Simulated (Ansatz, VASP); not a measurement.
# Ga2O3: VASP beside Ansatz, part 2 of 2

One calculation is typed for both programs; each brings its own data sets. How far apart do they land? The cell is taken from a series of runs on this material, whose earlier steps may have relaxed, scaled, displaced or heated it; both programs get it as it stands.

VASP 6.6.1 and Ansatz 0.2.0.

So far. Step 2 (VASP: single point, HSE06): The run ends at a pressure of 20.24 GPa, with forces up to 0.078 eV/Å.

## (3) Ansatz: single point, HSE06

Level of this step: Ansatz beside VASP: Kohn-Sham DFT, plane waves, HSE06 (Ansatz).

Ansatz runs on PAW files that the input asks for by source.

The same cell, functional and mesh now go to Ansatz, which takes its cutoff from its data sets.

The input, input.yaml:

```yaml
crystal:
  lattice:
    - [5.9395999617, -1.4769247621, 0.0]
    - [5.9395999617, 1.4769247621, 0.0]
    - [-1.3479973174, 0.0, 5.475683592]
  atoms:
    - { symbol: Ga, position: [0.0925999429, 0.0925999429, 0.7966232175] }
    - { symbol: Ga, position: [0.9074000571, 0.9074000571, 0.2033767825] }
    - { symbol: Ga, position: [0.6602556213, 0.6602556213, 0.3126433584] }
    - { symbol: Ga, position: [0.3397443787, 0.3397443787, 0.6873566416] }
    - { symbol: O, position: [0.1743389585, 0.1743389585, 0.1086025894] }
    - { symbol: O, position: [0.8256610415, 0.8256610415, 0.8913974106] }
    - { symbol: O, position: [0.1705344181, 0.1705344181, 0.5562178271] }
    - { symbol: O, position: [0.8294655819, 0.8294655819, 0.4437821729] }
    - { symbol: O, position: [0.4973249536, 0.4973249536, 0.2498895197] }
    - { symbol: O, position: [0.5026750464, 0.5026750464, 0.7501104803] }
kpoints:
  mp_grid: { grid: [4, 4, 2] }
hamiltonian:
  xc: hse06
  pseudopotentials: { kind: paw, source: ansatz }
scf:
  occupations: { method: fixed }
  n_extra_bands: 7
  lower_state_search: "off"
  convergence: { dr2_threshold: 1.0e-09 }
output:
  eigenvalues: true
```

Run with:

```bash
> ansatz run input.yaml --threads 16 --pin off --max-ram 73728MiB --backend cpu --events-out ev --progress --plain --runs-dir out
```

Numbers of over 12 decimals in the logs are rounded to 6 here.

What it wrote:

```text
basis.fft_grid_basis auto: the FFT boxes are laid along the combinations [[1, -1, 0], [0, 1, 0], [0, 0, 1]] of the cell's own vectors, 2.954, 6.120 and 5.639 Å long. The dense box has 36×72×72 points. Along the cell's own vectors, as sized, it would have 72×72×72, 2.00 times as many. Of the 4 symmetry operations that the crystal satisfies within crystal.symmetry.tolerance (time reversal apart; of a slab, those that k [...]
scf.n_extra_bands = 7 over 60 filled bands (N_el = 120.0): the run solves 67 bands
Engine: ansatz 0.2.0, aarch64-unknown-linux-gnu
Pseudopotentials: kind: paw
Pseudopotential: Ga, paw, valence charge 21, recommended cutoff 1020 eV (normal), Ga.paw.azcp
Pseudopotential: O, paw, valence charge 6, recommended cutoff 930 eV (normal), O.paw.azcp
Functional definition: HSE06
  parameter a = 0.25
  parameter omega = 0.11/bohr
  exchange = pbe_x - a*pbe_x_sr(omega) + a*exact_x_sr(omega)
  correlation = pbe_c
davidson cushion auto → on  (no smearing: the cushion is to keep the highest requested band from converging to the state above it; pin scf.eigensolver.cushion to override)
Crystal: 10 atoms, lattice volume = 96.069 Å³
Basis set: ecut = 1020 eV, 7109 PW (Γ), FFT grids on a1−a2, a2, a3
Bands: 67, of which v1, the nominal top of the filled ones, is band 60 counted from 1 (59 counted from 0)
Symmetry: 4 space group operations
Space group: C2/m (ITA 12), of the structure as read, at distance tolerance 4.6e-5 Å
k-points: 14 of 32
Non-local potential: Ga, projectors of the file, l = 0: 3, l = 1: 3, l = 2: 3, l = 3: 2
Non-local potential: O, projectors of the file, l = 0: 2, l = 1: 2, l = 2: 1
PAW form: soft (Blöchl's): semilocal exchange-correlation on the pseudo side does not see the compensation charge
PAW frozen core: Ga, regenerated for the run's functional, and the local potential with it (the file was generated under x = pbe(κ = 0.804, μ = 0.219515), c = pbe(β = 0.066725))
PAW frozen core: O, regenerated for the run's functional, and the local potential with it (the file was generated under x = pbe(κ = 0.804, μ = 0.219515), c = pbe(β = 0.066725))
PAW one-centre angular grid: Ga, 590 points (default); XC on 64 Gauss nodes
PAW one-centre angular grid: O, 110 points (default); XC on 64 Gauss nodes
Initial density: superposition of atomic densities (chi_scale 0.1, normalization cell, long waves kept (reshape's long-wave potential 0.04 eV rms))
Initial wavefunctions: pseudopotential atomic-orbital guess
Functional: x = pbe(κ = 0.804, μ = 0.219515), c = pbe(β = 0.066725), warm-up for x = pbe(κ = 0.804, μ = 0.219515) + 0.25 (exact − pbe) at short range (hse, ω = 0.207870 Å⁻¹), c = pbe(β = 0.066725); HSE06 as pw.x's `hse` composes it (authors' and Libxc's form: `xc: wpbeh`)
SCF iter   1: F=—  HF=-37065.588268 eV  |F-HF|=—  |Δ(HF+E_count)|=         —  Δρ=1.58e-1  dr2=1.04e1  ethr=1.00e-1  ⟨swp⟩=4.0  Hψ=2605  notcnv=0
preconditioner: auto → none  [insulator: Δε(μ)=3.193 eV  Ē_g=18.815 eV  n_scr=42 (ndim 8)  ℏωp=35.5 eV  f_vac=0.000]
SCF iter   2: F=—  HF=-37063.346740 eV  |F-HF|=—  |Δ(HF+E_count)|=    2.24e0  Δρ=7.74e-2  dr2=1.12e0  ethr=8.68e-3  ⟨swp⟩=4.0  Hψ=3044  notcnv=0
SCF iter   3: F=—  HF=-37062.996957 eV  |F-HF|=—  |Δ(HF+E_count)|=   3.50e-1  Δρ=2.46e-2  dr2=1.83e-1  ethr=9.30e-4  ⟨swp⟩=4.0  Hψ=2579  notcnv=0
SCF iter   4: F=—  HF=-37063.025949 eV  |F-HF|=—  |Δ(HF+E_count)|=   2.90e-2  Δρ=1.15e-2  dr2=1.12e-1  ethr=1.53e-4  ⟨swp⟩=3.0  Hψ=2430  notcnv=0
iter 5 solved again at ethr=1.58e-6 eV; its pass at ethr=9.29e-5 eV (dr2=1.89e-3 eV) is discarded
SCF iter   5: F=—  HF=-37062.998507 eV  |F-HF|=—  |Δ(HF+E_count)|=   2.74e-2  Δρ=1.52e-3  dr2=1.89e-3  ethr=1.58e-6  ⟨swp⟩=3.6  Hψ=4659  notcnv=0
SCF iter   6: F=-37062.997949 eV  HF=-37062.998037 eV  |F-HF|=8.79e-5  |Δ(HF+E_count)|=   4.70e-4  Δρ=8.52e-4  dr2=3.32e-4  ethr=1.58e-6  ⟨swp⟩=3.0  Hψ=2299  notcnv=0
SCF 1 stopped early in 6 iterations: F = -37062.997949 eV  dr2 = 3.32e-4
  greatest PAW one-centre occupation: 0.995 electrons in one spin orbital (limit 2), on the Ga atom at site 1 (counted from 0), in its partial waves of l = 0
Initial density: handed on by an earlier stage of this run
Initial wavefunctions: those handed on with the density
Functional: x = pbe(κ = 0.804, μ = 0.219515) + 0.25 (exact − pbe) at short range (hse, ω = 0.207870 Å⁻¹), c = pbe(β = 0.066725); HSE06 as pw.x's `hse` composes it (authors' and Libxc's form: `xc: wpbeh`)
Exchange kernel: α = 0.2500, screened, ω = 0.2079 Å⁻¹, Wigner–Seitz truncation, v(0) = 991.3325 eV·Å³, q-mesh 4×4×2, nearest image of the exchange supercell L = 11.28 Å, pair-density grid 30×64×60, without the augmentation charges, whose exchange is taken in its separable form by FFT convolution over the k-point mesh (the finest that the files' search goes to), smooth part of the exact exchange by density-matrix convolution
Frozen-core exchange: fock
SCF iter   1: F=—  HF=-37064.899710 eV  |F-HF|=—  |Δ(HF+E_count)|=         —  Δρ=2.34e-2  dr2=2.05e-1  ethr=2.77e-6  ⟨swp⟩=6.9  Hψ=4778  notcnv=0
preconditioner: auto → none  [insulator: Δε(μ)=4.912 eV  Ē_g=20.732 eV  n_scr=42 (ndim 8)  ℏωp=35.5 eV  f_vac=0.034]
SCF iter   2: F=—  HF=-37064.841074 eV  |F-HF|=—  |Δ(HF+E_count)|=   5.86e-2  Δρ=4.96e-3  dr2=1.30e-2  ethr=2.77e-6  ⟨swp⟩=4.0  Hψ=3813  notcnv=0
SCF iter   3: F=—  HF=-37064.886652 eV  |F-HF|=—  |Δ(HF+E_count)|=   4.56e-2  Δρ=3.58e-3  dr2=6.54e-3  ethr=2.77e-6  ⟨swp⟩=4.0  Hψ=3394  notcnv=0
[...]
SCF iter   5: F=—  HF=-37064.884796 eV  |F-HF|=—  |Δ(HF+E_count)|=   3.84e-4  Δρ=1.86e-4  dr2=5.98e-5  ethr=1.10e-6  ⟨swp⟩=3.0  Hψ=2276  notcnv=0
SCF iter   6: F=-37064.885237 eV  HF=-37064.885267 eV  |F-HF|=2.95e-5  |Δ(HF+E_count)|=   4.71e-4  Δρ=2.26e-4  dr2=3.80e-5  ethr=1.30e-8  ⟨swp⟩=4.8  Hψ=3768  notcnv=0
SCF 2 stopped early in 6 iterations: F = -37064.885237 eV  dr2 = 3.80e-5
hybrid outer 1: dexx = +5.110e-2 eV, tail = 1.44e-4 eV
Exchange kernel: α = 0.2500, screened, ω = 0.2079 Å⁻¹, Wigner–Seitz truncation, v(0) = 991.3325 eV·Å³, q-mesh 4×4×2, nearest image of the exchange supercell L = 11.28 Å, pair-density grid 30×64×60, without the augmentation charges, whose exchange is taken in its separable form by FFT convolution over the k-point mesh (the finest that the files' search goes to), smooth part of the exact exchange by density-matrix convolution
Frozen-core exchange: fock
SCF iter   1: F=—  HF=-37064.884156 eV  |F-HF|=—  |Δ(HF+E_count)|=         —  Δρ=1.26e-4  dr2=1.08e-5  ethr=6.01e-7  ⟨swp⟩=3.1  Hψ=2094  notcnv=0
preconditioner: auto → none  [insulator: Δε(μ)=4.962 eV  Ē_g=20.621 eV  n_scr=42 (ndim 8)  ℏωp=35.5 eV  f_vac=0.043]
iter 2 solved again at ethr=3.44e-10 eV; its pass at ethr=6.88e-9 eV (dr2=4.13e-7 eV) is discarded
SCF iter   2: F=—  HF=-37064.884157 eV  |F-HF|=—  |Δ(HF+E_count)|=   4.58e-7  Δρ=3.41e-5  dr2=8.42e-7  ethr=3.44e-10  ⟨swp⟩=2.1  Hψ=5270  notcnv=0
SCF iter   3: F=—  HF=-37064.884159 eV  |F-HF|=—  |Δ(HF+E_count)|=   2.51e-6  Δρ=3.64e-5  dr2=7.64e-7  ethr=3.44e-10  ⟨swp⟩=4.8  Hψ=2566  notcnv=0  defer=3
SCF iter   4: F=—  HF=-37064.884159 eV  |F-HF|=—  |Δ(HF+E_count)|=   2.13e-7  Δρ=7.68e-6  dr2=2.27e-8  ethr=3.44e-10  ⟨swp⟩=3.0  Hψ=2475  notcnv=0
SCF iter   5: F=—  HF=-37064.884159 eV  |F-HF|=—  |Δ(HF+E_count)|=   4.93e-8  Δρ=4.83e-6  dr2=1.08e-8  ethr=1.58e-11  ⟨swp⟩=5.1  Hψ=3169  notcnv=0  defer=4
SCF iter   6: F=—  HF=-37064.884159 eV  |F-HF|=—  |Δ(HF+E_count)|=   2.06e-9  Δρ=1.57e-6  dr2=1.08e-9  ethr=8.87e-12  ⟨swp⟩=3.1  Hψ=2407  notcnv=0
SCF iter   7: F=-37064.884159 eV  HF=-37064.884159 eV  |F-HF|=7.28e-12  |Δ(HF+E_count)|=  2.69e-10  Δρ=3.08e-7  dr2=5.14e-10  ethr=4.54e-12 (applied; sched 1.00e-12)  ⟨swp⟩=2.0  Hψ=2072  notcnv=0
SCF 3 converged in 7 iterations: F = -37064.884159 eV  dr2 = 5.14e-10
hybrid outer 2: dexx = +2.001e-6 eV, tail = 9.86e-9 eV, Δε = 5.90e-3 eV (about 7.65e-5 eV left of the loop's levels)
the search or the solves at the SCF's close seem to have found levels that the self-consistency loop had missed (the run counts 1). By its estimate they hold under 1e-12 electrons; where the run keeps them, the occupations were computed again with them
hybrid SCF converged: 2 outer / 13 inner (+6 warm-up), last move |dexx| = 2.00e-6 eV, tail = 9.86e-9 eV
Stability not checked: this state was not tested for a lower state beside it, because the functional holds exact exchange (a hybrid, or Hartree-Fock), whose exchange loop this test does not read (fock_operator; see scf.lower_state_search)
Free energy (F): -37064.884158 eV
Frozen-core exchange: fock
Harris-Foulkes:  -37064.884158 eV  (|F-HF|=7.28e-12)
Internal energy: -37064.884158 eV  (E = F + TS)
E sigma→0 (E₀):  -37064.884158 eV
Fermi energy:    9.491667 eV
--- Per-component energies (eV) ---
  E_band       = -3275.000896
  E_kinetic    = 4646.258174
  E_local      = -36491.768629  (includes V_loc(G=0)·N_el)
  E_nonlocal   = 7673.588246
  E_hartree    = 13569.415563
  E_xc         = -944.257050
  E_vxc        = -1208.845962  (∫ρ·V_xc dr)
  E_exx        = -657.867333  (= α·E_x^exact, valence–valence)
  E_paw        = -8754.746729  (= ΣΔE_a)
  E_vpaw       = -3717.329204  (= ΣTr[D̂ρ^β])
  E_aug_tail   = 0.000491  (compensation charges beyond the density's cutoff)
  E_ewald      = -16104.439513
  E_core_change = -1.067380  (= ΣΔE_core)
  E_smearing   = -0.000000  (= −TS)
  E_closure    = -0.000000  (closes the sum)
  Σ components = -37064.884158   (vs F -37064.884158, Δ=0.00e0)
--- Band table (eV; the first three rows and the last of 14) ---
  k-point 0: bands = [... 56 lower, 8.8840, 8.9486, 9.2287, 9.4917, 14.4546, 17.7830, 18.6137, 19.1639, ... 3 higher]
  k-point 1: bands = [... 56 lower, 8.5176, 8.8704, 9.1645, 9.1908, 16.8993, 16.9713, 19.2055, 19.3944, ... 3 higher]
  k-point 2: bands = [... 56 lower, 8.4210, 8.5427, 8.9052, 9.4312, 16.8765, 18.3882, 19.5069, 20.3482, ... 3 higher]
  k-point 13: bands = [... 56 lower, 8.8104, 8.9471, 9.0789, 9.4482, 17.3501, 17.4071, 18.6074, 18.8556, ... 3 higher]
```

In the SCF lines HF is the Harris–Foulkes energy and dr2 the Hartree energy of the density residual, in eV; the loop may stop once dr2 is under the threshold and the program's other checks hold. Hψ counts applications of the Hamiltonian.

## (4) Comparison

Known differences besides the potentials themselves: exact exchange at q = 0 is treated differently, which shows on coarse meshes; VASP keeps PBE cores, Ansatz makes them for the functional; fixed occupations in Ansatz, narrow Gaussian smearing in VASP; the data sets hold 120 valence electrons in Ansatz (on PAW files that the input asks for by source) and 88 in VASP; the cutoff is 1020 eV in Ansatz and 520 eV in VASP; VASP takes a coarser grid for exact exchange (PRECFOCK = Fast). Total energies have different zeros and are not compared.

Both answers:

```
              quantity  Ansatz   VASP  difference
gap on the k mesh (eV)   4.963  4.943      +0.020
```

A gap on the mesh is an upper bound, since the band edges may lie between its points.

## (5) Outcome

```
difference in gap on the k mesh (single point, HSE06) : 0.020 eV
```

What this shows: The difference in gap on the k mesh is 0.020 eV (single point, HSE06), within the 0.08 eV picked in this series as the mark of a large difference. The data sets hold unlike numbers of valence electrons (120 in Ansatz and 88 in VASP), so part of the differences comes from the potentials. How closely two codes agree says nothing of how well the functional describes the real material.

[Lines on the potential files, build, host, timing and source positions are cut from VASP's logs without a mark.]

[Logs are printed without paths, hosts, clocks, repeated set-up lines and the standing remarks that a program may print on its own settings, such as how far it seeks lower states.]

[Hosts, paths, dates, database ids (printed as entryN), source tags and the programs' standing remarks are cut or masked in the printed files.]
